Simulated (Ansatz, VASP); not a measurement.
**One calculation of BeAs2, two programs**

```
Be As
1.0
     0.00000    3.06188    3.06188
     3.06188    0.00000    3.06188
     3.06188    3.06188    0.00000
Be As
1 2
Direct
  0.25000 0.25000 0.25000
  0.75000 0.75000 0.75000
  0.00000 0.00000 0.00000
```

Alike in both runs: functional PBE; k mesh 14 × 14 × 14; occupations gaussian, width 0.1 eV; no spin polarisation.

Ansatz relaxed the structure, and its values are those at the end. VASP's run is a single point on that final structure, the one shown.

|  | VASP | Ansatz |
| --- | --- | --- |
| version | VASP 6.6.1 | Ansatz 0.2.0 |
| potentials or method | VASP PAW PBE potentials, release 64 (Be, As) | scalar-relativistic, plane waves, PAW |
| plane-wave cutoff (eV) | 520 | 420 |
| valence electrons in the cell | 12 | 32 |

```tsv
	VASP	Ansatz	Ansatz less VASP
gap on the k mesh at the Fermi level (eV)	none	none	-
pressure (GPa)	0.2	0.0	-0.16
```

A gap of «none» marks a metal or a gap that the smearing closes. With one functional, cell and mesh, what is left measures potentials, basis and numerics. The two sets of potentials don't hold the same shells in valence.
